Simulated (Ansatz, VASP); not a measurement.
# GeAsPbN in two plane-wave programs, part 2 of 2

One calculation is typed for both programs; each brings its own data sets and cutoff. How far apart do they land? The cell is invented: As first built, before any earlier steps moved the atoms (in the runner's words): it takes the GeAs structure with some of its atoms replaced by other elements, volume scaled by an estimate. It may not be a known or stable phase. The cell is taken from a series of VASP runs on this material, whose earlier steps may have relaxed, scaled or displaced it; both programs get it as it stands.

VASP 6.6.1 and Ansatz 0.2.0.

So far: Starting point; VASP: single point, PBE.

**3. Ansatz: single point, PBE**

Level of this step: Ansatz beside VASP: Kohn-Sham DFT, plane waves, PBE (Ansatz).

Ansatz runs on its default PAW (the set named soft_2) files.

The same cell, functional, mesh and smearing now go to Ansatz, which takes its cutoff from its data sets.

input.yaml reads:

```yaml
crystal:
  lattice:
    - [8.9503905836, 0.0, 0.0]
    - [0.0, 5.0784964852, 6.8781179974]
    - [0.0, -5.0784964852, 6.8781179974]
  atoms:
    - { symbol: Pb, position: [0.25, 0.2060588601, 0.2060588601] }
    - { symbol: Pb, position: [0.25, 0.2060588601, 0.7060588601] }
    - { symbol: Pb, position: [0.25, 0.7060588601, 0.2060588601] }
    - { symbol: Pb, position: [0.25, 0.7060588601, 0.7060588601] }
    - { symbol: Pb, position: [0.75, 0.2060588601, 0.2060588601] }
    - { symbol: Pb, position: [0.75, 0.2060588601, 0.7060588601] }
    - { symbol: Pb, position: [0.75, 0.7060588601, 0.2060588601] }
    - { symbol: Pb, position: [0.75, 0.7060588601, 0.7060588601] }
    - { symbol: As, position: [0.0, 0.3328762325, 0.3328762325] }
    - { symbol: As, position: [0.0, 0.3328762325, 0.8328762325] }
    - { symbol: As, position: [0.0, 0.8328762325, 0.3328762325] }
    - { symbol: As, position: [0.0, 0.8328762325, 0.8328762325] }
    - { symbol: As, position: [0.5, 0.3328762325, 0.3328762325] }
    - { symbol: As, position: [0.5, 0.3328762325, 0.8328762325] }
    - { symbol: As, position: [0.5, 0.8328762325, 0.3328762325] }
    - { symbol: As, position: [0.5, 0.8328762325, 0.8328762325] }
    - { symbol: Ge, position: [0.0, 0.020143143, 0.020143143] }
    - { symbol: Ge, position: [0.0, 0.020143143, 0.520143143] }
    - { symbol: Ge, position: [0.0, 0.520143143, 0.020143143] }
    - { symbol: Ge, position: [0.0, 0.520143143, 0.520143143] }
    - { symbol: Ge, position: [0.5, 0.020143143, 0.020143143] }
    - { symbol: Ge, position: [0.5, 0.020143143, 0.520143143] }
    - { symbol: Ge, position: [0.5, 0.520143143, 0.020143143] }
    - { symbol: Ge, position: [0.5, 0.520143143, 0.520143143] }
    - { symbol: "N", position: [0.25, 0.0269217644, 0.0269217644] }
    - { symbol: "N", position: [0.25, 0.0269217644, 0.5269217644] }
    - { symbol: "N", position: [0.25, 0.5269217644, 0.0269217644] }
    - { symbol: "N", position: [0.25, 0.5269217644, 0.5269217644] }
    - { symbol: "N", position: [0.75, 0.0269217644, 0.0269217644] }
    - { symbol: "N", position: [0.75, 0.0269217644, 0.5269217644] }
    - { symbol: "N", position: [0.75, 0.5269217644, 0.0269217644] }
    - { symbol: "N", position: [0.75, 0.5269217644, 0.5269217644] }
hamiltonian:
  xc: pbe
  pseudopotentials: { kind: paw }
kpoints:
  mp_grid: { grid: [4, 4, 4] }
scf:
  occupations: { method: methfessel_paxton, width: 0.2 }
  n_extra_bands: 12
output:
  forces: true
  stress: true
  eigenvalues: true
  write_density: true
  write_potential: true
  elf: true
  volumetric_format: npy
```

Command:

```console
$ ansatz run input.yaml --threads 8 --pin off --max-ram 18432MiB --backend cpu --events-out ev --progress --plain --runs-dir out
```

Numbers of over 12 decimals in the logs are rounded to 6 here.

What it wrote:

```text
scf.n_extra_bands = 12 over 192 filled bands (N_el = 384.0): the run solves 204 bands
Engine: ansatz 0.2.0, aarch64-unknown-linux-gnu
Pseudopotentials: kind: paw
Pseudopotential: Pb, paw, valence charge 14, recommended cutoff 420 eV (normal), Pb.paw.azcp
Pseudopotential: As, paw, valence charge 15, recommended cutoff 420 eV (normal), As.paw.azcp
Pseudopotential: Ge, paw, valence charge 14, recommended cutoff 420 eV (normal), Ge.paw.azcp
Pseudopotential: N, paw, valence charge 5, recommended cutoff 420 eV (normal), N.paw.azcp
Functional definition: PBE
  parameter kappa = 0.804
  parameter beta = 0.066725
  exchange = pbe_x(kappa = kappa, mu = beta*pi^2/3)
  correlation = pbe_c(beta = beta)
Crystal: 32 atoms, lattice volume = 625.283 Å³
Basis set: ecut = 420 eV, 12219 PW (Γ), exchange–correlation on 120×120×120 points (8 copies of the dense FFT grid, shifted against one another)
Bands: 204, of which v1, the nominal top of the filled ones, is band 192 counted from 1 (191 counted from 0)
Symmetry: 32 space group operations
Space group: Amm2 (ITA 38), of the structure as read, at distance tolerance 8.6e-5 Å
k-points: 21 of 64 (time reversal used)
Non-local potential: Pb, projectors of the file, l = 0: 2, l = 1: 2, l = 2: 2, l = 3: 2
Non-local potential: As, projectors of the file, l = 0: 2, l = 1: 2, l = 2: 3, l = 3: 1
Non-local potential: Ge, projectors of the file, l = 0: 2, l = 1: 2, l = 2: 3, l = 3: 1
Non-local potential: N, projectors of the file, l = 0: 2, l = 1: 2, l = 2: 1
PAW form: soft (Blöchl's): semilocal exchange-correlation on the pseudo side does not see the compensation charge
PAW one-centre angular grid: Pb, 590 points (default); XC on 64 Gauss nodes
PAW one-centre angular grid: As, 590 points (default); XC on 64 Gauss nodes
PAW one-centre angular grid: Ge, 590 points (default); XC on 64 Gauss nodes
PAW one-centre angular grid: N, 110 points (default); XC on 64 Gauss nodes
Initial density: superposition of atomic densities (neutral atoms: chi_scale 0, normalization atom), corrected by the library's trained network
Initial wavefunctions: pseudopotential atomic-orbital guess
Functional: x = pbe(κ = 0.804, μ = 0.219515), c = pbe(β = 0.066725)
SCF iter   1: F=—  HF=-171512.007263 eV  |F-HF|=—  |Δ(HF+E_count)|=         —  Δρ=4.66e-3  dr2=1.16e-1  ethr=1.77e-3  ⟨swp⟩=5.1  Hψ=15981  notcnv=0
preconditioner: auto → Kerker (q_TF=auto, 2.515 Å⁻¹)  [metal: Δε(μ)=0.006 eV  Ē_g=14.589 eV  σ=0.200 eV  W_gap=0.03  n_scr=170 (ndim 8)  ℏωp=25.9 eV  f_vac=0.002  D(μ)=14.51/eV (n_scr^D=86)]
SCF iter   2: F=—  HF=-171511.977016 eV  |F-HF|=—  |Δ(HF+E_count)|=   3.02e-2  S|Δr|=    0.00e0  Δρ=2.47e-3  dr2=4.04e-2  ethr=3.03e-5  ⟨swp⟩=1.7  Hψ=5472  notcnv=0
SCF iter   3: F=—  HF=-171511.970002 eV  |F-HF|=—  |Δ(HF+E_count)|=   7.01e-3  S|Δr|=    0.00e0  Δρ=5.09e-4  dr2=2.48e-3  ethr=1.05e-5  ⟨swp⟩=2.0  Hψ=5769  notcnv=0
SCF iter   4: F=—  HF=-171511.969275 eV  |F-HF|=—  |Δ(HF+E_count)|=   7.27e-4  S|Δr|=    0.00e0  Δρ=2.54e-4  dr2=6.66e-4  ethr=6.46e-7  ⟨swp⟩=2.0  Hψ=7459  notcnv=0
SCF iter   5: F=—  HF=-171511.969019 eV  |F-HF|=—  |Δ(HF+E_count)|=   2.55e-4  S|Δr|=    0.00e0  Δρ=9.54e-5  dr2=6.01e-5  ethr=1.73e-7  ⟨swp⟩=2.0  Hψ=7484  notcnv=0
SCF iter   6: F=—  HF=-171511.968578 eV  |F-HF|=—  |Δ(HF+E_count)|=   4.41e-4  S|Δr|=    0.00e0  Δρ=2.88e-5  dr2=5.17e-6  ethr=1.57e-8  ⟨swp⟩=2.0  Hψ=5563  notcnv=0
SCF iter   7: F=—  HF=-171511.968580 eV  |F-HF|=—  |Δ(HF+E_count)|=   2.01e-6  S|Δr|=    0.00e0  Δρ=8.06e-6  dr2=4.80e-7  ethr=1.35e-9  ⟨swp⟩=2.0  Hψ=8340  notcnv=0
SCF iter   8: F=—  HF=-171511.968580 eV  |F-HF|=—  |Δ(HF+E_count)|=   1.31e-7  S|Δr|=    0.00e0  Δρ=3.18e-6  dr2=7.47e-8  ethr=2.60e-11  ⟨swp⟩=11.5  Hψ=38679  notcnv=0
SCF iter   9: F=-171511.968580 eV  HF=-171511.968580 eV  |F-HF|=1.40e-9  |Δ(HF+E_count)|=   2.92e-8  S|Δr|=    0.00e0  Δρ=1.55e-6  dr2=1.91e-8  ethr=1.95e-11  ⟨swp⟩=7.8  Hψ=26819  notcnv=0
SCF 1 converged in 9 iterations: F = -171511.968580 eV  dr2 = 1.91e-8
  greatest PAW one-centre occupation: 0.999 electrons in one spin orbital (limit 2), on the As atom at site 15 (counted from 0), in its partial waves of l = 2
SCF converged after 9 iterations
Stability not checked: this state was not tested for a lower state beside it, because cold or Methfessel-Paxton smearing, or corrected tetrahedra, fill the levels in a way that the test cannot read (fill_not_monotonic; see scf.lower_state_search)
Free energy (F): -171511.968580 eV
Harris-Foulkes:  -171511.968580 eV  (|F-HF|=1.40e-9)
Internal energy: -171511.961661 eV  (E = F + TS)
E sigma→0 (E₀):  -171511.966850 eV
Entropy (-TS):   -0.006919 eV (-0.216 meV/atom)
Fermi energy:    10.257792 eV
Step filling:    the computed levels leave a gap of 0.0102 eV = 0.1 smearing widths at the electron count; against every level under it full and every level over it empty, smearing changes F+E_penalty+E_count by -8.329 meV and its σ→0 estimate by -6.599 meV
--- Per-component energies (eV) ---
  E_band       = -3069.772273
  E_kinetic    = 5008.826162
  E_local      = -41536.139093  (includes V_loc(G=0)·N_el)
  E_nonlocal   = 1140.044534
  E_hartree    = 19277.244656
  E_xc         = -3470.141603
  E_vxc        = -2801.206950  (∫ρ·V_xc dr)
  E_paw        = -115078.736876  (= ΣΔE_a)
  E_vpaw       = -3435.780764  (= ΣTr[D̂ρ^β])
  E_aug_tail   = 0.004223  (compensation charges beyond the density's cutoff)
  E_ewald      = -36853.063663
  E_smearing   = -0.006919  (= −TS)
  E_closure    = 0.000000  (closes the sum)
  Σ components = -171511.968580   (vs F -171511.968580, Δ=0.00e0)
--- Forces (eV/Å), atoms counted from 1 ---
  atom   1  Pb    -0.00000000     0.00000000    -0.07207251
  atom   2  Pb     0.00000000    -0.00000000    -0.07207251
  atom   3  Pb     0.00000000    -0.00000000    -0.07207251
  atom   4  Pb    -0.00000000    -0.00000000    -0.07207251
  atom   5  Pb     0.00000000     0.00000000    -0.07207251
  atom   6  Pb     0.00000000    -0.00000000    -0.07207251
  atom   7  Pb    -0.00000000     0.00000000    -0.07207251
  atom   8  Pb     0.00000000     0.00000000    -0.07207251
  atom   9  As     0.00000000    -0.00000000     0.08976698
  atom  10  As     0.00000000    -0.00000000     0.08976698
  atom  11  As     0.00000000     0.00000000     0.08976698
  atom  12  As     0.00000000     0.00000000     0.08976698
  atom  13  As     0.00000000    -0.00000000     0.08976698
  atom  14  As    -0.00000000    -0.00000000     0.08976698
  atom  15  As     0.00000000     0.00000000     0.08976698
  atom  16  As     0.00000000     0.00000000     0.08976698
  atom  17  Ge    -0.00000000     0.00000000     0.06210522
  atom  18  Ge     0.00000000    -0.00000000     0.06210522
  atom  19  Ge     0.00000000    -0.00000000     0.06210522
  atom  20  Ge    -0.00000000     0.00000000     0.06210522
  atom  21  Ge     0.00000000     0.00000000     0.06210522
  atom  22  Ge    -0.00000000     0.00000000     0.06210522
  atom  23  Ge     0.00000000     0.00000000     0.06210522
  atom  24  Ge     0.00000000     0.00000000     0.06210522
  atom  25  N     -0.00000000     0.00000000    -0.07979669
  atom  26  N     -0.00000000     0.00000000    -0.07979669
  atom  27  N      0.00000000     0.00000000    -0.07979669
  atom  28  N      0.00000000     0.00000000    -0.07979669
  atom  29  N      0.00000000     0.00000000    -0.07979669
  atom  30  N      0.00000000    -0.00000000    -0.07979669
  atom  31  N     -0.00000000    -0.00000000    -0.07979669
  atom  32  N     -0.00000000    -0.00000000    -0.07979669
  max |Σ_I F_I| component: 2.40e-5 eV/Å
--- Stress (GPa, compression-positive) ---
       -0.257834      -0.000000      -0.000000
       -0.000000      -0.644252       0.000000
       -0.000000       0.000000      -0.306324
  P = ⅓ Tr σ = -0.4028 GPa (-4.028 kbar)
--- Band table (eV; the first three rows and the last of 21) ---
  k-point 0: bands = [... 188 lower, 9.8754, 9.8754, 10.0922, 10.0922, 10.4765, 10.4765, 10.5787, 10.5787, ... 8 higher]
  k-point 1: bands = [... 188 lower, 9.6722, 9.7683, 10.0378, 10.4252, 10.5356, 10.5653, 10.6322, 10.7496, ... 8 higher]
  k-point 2: bands = [... 188 lower, 10.1877, 10.1877, 10.4281, 10.4281, 10.5481, 10.5481, 10.6600, 10.6600, ... 8 higher]
  k-point 20: bands = [... 188 lower, 10.2484, 10.2484, 10.2484, 10.2484, 10.3396, 10.3396, 10.3396, 10.3396, ... 8 higher]
```

The job ended after 63 s (8 threads of Arm Neoverse V2, shared host; peak memory 5.8 GiB; 8.2 min of CPU time).

In the SCF lines HF is the Harris–Foulkes energy and dr2 the Hartree energy of the density residual, in eV; the loop may stop once dr2 is under the threshold and the program's other checks hold. Hψ counts applications of the Hamiltonian.

The run ends at a pressure of -0.40 GPa, with forces up to 0.090 eV/Å.

**4. Comparison**

Known differences besides the potentials themselves: the data sets hold 384 valence electrons in Ansatz (default PAW (the set named soft_2) files) and 144 in VASP; the cutoff is 420 eV in Ansatz and 400 eV in VASP (PREC = Normal, projectors in real space); VASP leaves aspherical gradient terms in its spheres out (LASPH is not set), Ansatz keeps them. Total energies have different zeros and are not compared.

Both answers:

```
                                        quantity  Ansatz   VASP  difference
                                  pressure (GPa)   -0.40  -1.26       +0.86
pressure without Ansatz's Pulay correction (GPa)   -0.54  -1.26       +0.73
```

Forces on 10 of the 32 atoms, those with the largest forces and the largest differences (eV/Å; atoms numbered as in POSCAR):

```
atom        Ansatz x, y, z          VASP x, y, z
 As9   0.000, 0.000, 0.090   0.000, 0.000, 0.114
As10   0.000, 0.000, 0.090   0.000, 0.000, 0.114
As11   0.000, 0.000, 0.090   0.000, 0.000, 0.114
As12   0.000, 0.000, 0.090   0.000, 0.000, 0.114
As13   0.000, 0.000, 0.090   0.000, 0.000, 0.114
As14   0.000, 0.000, 0.090   0.000, 0.000, 0.114
As16   0.000, 0.000, 0.090   0.000, 0.000, 0.114
 N28  0.000, 0.000, -0.080  0.000, 0.000, -0.110
 N29  0.000, 0.000, -0.080  0.000, 0.000, -0.110
 N30  0.000, 0.000, -0.080  0.000, 0.000, -0.110
```

The forces differ by 12 meV/Å r.m.s., which is 21.5 % of the r.m.s. force of 0.06 eV/Å (both taken over all components). Ansatz's pressure holds a Pulay correction of 0.14 GPa; VASP's holds none.

**5. Summary of results**

```
r.m.s. force difference (single point, PBE) : 12 meV/Å
difference in pressure (single point, PBE)  : 0.86 GPa
```

In words: The r.m.s. force difference is 12 meV/Å (single point, PBE), at about the 12 meV/Å picked in this series as the mark of a large difference. Such differences can come from data sets, numerical settings and the points named under the comparisons, not from the functional's error against experiment.

[Lines on the potential files, build, host, timing and source positions are cut from VASP's logs without a mark.]

[Logs are printed without paths, hosts, clocks, repeated set-up lines and the standing remarks that a program may print on its own settings, such as how far it seeks lower states.]

[Hosts, paths, dates, database ids (printed as entryN), source tags and the programs' standing remarks are cut or masked in the printed files.]
